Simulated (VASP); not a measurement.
**GaAs: single point with PBE**

**What was measured.**

From “Evidence of valence band perturbations in GaAsN/GaAs(001): A combined variable-angle spectroscopic ellipsometry and modulated photoreflectance investigation”, 2008, arxiv:0805.2212, for a bulk crystal of GaAs at 300 K: band gap 1.418 ± 0.005 eV (direct).

The system is GaAs.

```
Ga As
1.0
     0.00000    2.82685    2.82685
     2.82685    0.00000    2.82685
     2.82685    2.82685    0.00000
Ga As
1 1
Direct
  0.00000 0.00000 0.00000
  0.25000 0.25000 0.25000
```

- Program: VASP 6.6.1
- Task: single point
- Functional: PBE
- Potentials or basis: VASP PAW PBE potentials, release 64 (Ga_d, As)
- Cutoff: 520 eV
- k mesh: 14 × 14 × 14
- Occupations: gaussian, width 0.02 eV
- Spin: no spin polarisation
- Further INCAR settings: ALGO = Normal; EDIFF = 1e-07; NBANDS = 16

```yaml
Pressure: 3.5 GPa
Band_gap_on_the_k_mesh: 0.52 eV, direct
```

Levels at points of the mesh, in eV from the valence-band top:
```csv
k point,band 6,band 7,band 8,band 9,band 10,band 11,band 12,band 13
"(0.00, 0.00, 0.00)",-12.73,0.00,0.00,0.00,0.52,3.73,3.73,3.73
"(0.50, 0.00, 0.00)",-10.96,-6.64,-1.14,-1.14,1.00,4.64,4.64,7.75
"(0.50, 0.50, 0.00)",-10.22,-6.82,-2.68,-2.68,1.46,1.65,10.17,10.17
```

Run time: 65 s on 1 thread of Intel(R) Xeon(R) Platinum 8259CL CPU @ 2.50GHz (Skylake/Cascade Lake) (shared host), peak memory 0.22 GiB.

A measured gap of GaAs is 1.418 eV (direct; 300 K; “Evidence of valence band perturbations in GaAsN/GaAs(001): A combined variable-angle spectroscopic ellipsometry and modulated photoreflectance investigation”, 2008, arxiv:0805.2212); the calculated 0.52 eV misses it by -0.90 eV. 3 values of this kind are on record (1.412 to 1.51 eV); this one was drawn at random among those near their median, those with a stated uncertainty first. Spin-orbit coupling on As, Ga is left out. The value is that of PBE on a finite k mesh, which can miss the band edges, without temperature or zero-point motion. Semilocal functionals fall short of measured gaps as a rule.
